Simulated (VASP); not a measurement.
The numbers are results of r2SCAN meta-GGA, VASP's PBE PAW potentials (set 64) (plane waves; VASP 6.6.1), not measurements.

The input files of a VASP run:

### KPOINTS
```
Automatic mesh
0
Gamma
7 7 7
0 0 0
```

### INCAR
```
LMAXMIX=4
EDIFFG=-0.03   ! ionic stop
IBRION=2   ! conjugate gradients
NELM=100   ! most electronic steps
NELMIN=4
LWAVE=F
ISMEAR=0   ! Gaussian
ALGO=Normal
LREAL=F
LMIXTAU=T
LCHARG=F
NSW=20   ! most ionic steps
SYSTEM=KI
PREC=Normal
EDIFF=1E-5
ENCUT=400   ! plane-wave cut-off (eV)
LASPH=T   ! aspherical one-centre terms
METAGGA=R2SCAN
SIGMA=0.05   ! width (eV)
ISIF=2   ! forces and stress, cell fixed
```

**POSCAR**
```
KI
1
    0.0000000000     3.5468587345     3.5468587345
    3.5468587345     0.0000000000     3.5468587345
    3.5468587345     3.5468587345     0.0000000000
K I
1 1
Direct
  0.0000000000   0.0000000000   0.0000000000
  0.5000000000   0.5000000000   0.5000000000
```

POTCAR, in this order: K_sv I (PBE.64 set). Program: vasp_std.

Unless said otherwise, spin-orbit coupling is left out, though it shifts the bands of the heavy elements here.

**Question.** What does the run give for the energy per atom (σ→0), band gap (on the k-mesh)?

**Answer.** 
```
Property                                   Result
------------------------  -----------------------
energy per atom (σ→0)     -1639.4 kJ/mol of atoms
band gap (on the k-mesh)                  4.58 eV
```

### OSZICAR
```
...
DAV:  13    -0.339801814031E+02   -0.20239E-01   -0.51542E-03   480   0.798E-01    0.285E-02
DAV:  14    -0.339826988572E+02   -0.25175E-02   -0.19688E-03   488   0.506E-01    0.245E-02
DAV:  15    -0.339825919202E+02    0.10694E-03   -0.60769E-05   776   0.834E-02    0.239E-02
DAV:  16    -0.339824568348E+02    0.13509E-03   -0.16889E-05   448   0.436E-02    0.276E-02
DAV:  17    -0.339827320230E+02   -0.27519E-03   -0.30694E-04   480   0.177E-01    0.146E-02
DAV:  18    -0.339828195516E+02   -0.87529E-04   -0.91235E-05   480   0.125E-01    0.825E-03
DAV:  19    -0.339828294840E+02   -0.99324E-05   -0.66220E-06   384   0.264E-02
   1 F= -.33982829E+02 E0= -.33982829E+02  d E =-.339828E+02
```

The compound is KI in the rock salt structure. It was relaxed first.
